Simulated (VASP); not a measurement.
Here is the system:

```xyz
2
Lattice="0.0000 2.7972 2.7972 2.7972 0.0000 2.7972 2.7972 2.7972 0.0000" Properties=species:S:1:pos:R:3 pbc="T T T"
Zr     0.0000     0.0000     0.0000
B      2.7972     2.7972     2.7972
```

Computed with PBEsol GGA, VASP's PBE PAW potentials (set 64) (plane waves; VASP 6.6.1). Settings: 520 eV cut-off, 10×10×10 Γ-centred mesh, first-order Methfessel-Paxton smearing of 0.10 eV, potentials Zr_sv B.

Energy and stress use the plane-wave basis of the starting cell.

Problem. The ions, cell shape and volume are relaxed. Which structure does the run end with?

Solution. 
```xyz
2
Lattice="0.0000 2.4316 2.4316 2.4316 0.0000 2.4316 2.4316 2.4316 0.0000" Properties=species:S:1:pos:R:3 pbc="T T T"
Zr     0.0000     0.0000     0.0000
B      2.4316     2.4316     2.4316
```
Space group Fm-3m (225), at a tolerance of 0.03 Å.

Problem. How do energy and volume change from the first to the last step?

Solution. The energy (σ→0) changes by -1016.7 meV/atom and the volume by -34.3 %, in 7 ionic steps.

The structure was generated: ZrB was put into the rock salt type (Fm-3m), which need not be its known phase. This run relaxes it. Symmetry was kept, so distortions that lower it aren't found. The electron count is odd and the run is not spin-polarised, which forces a metal.
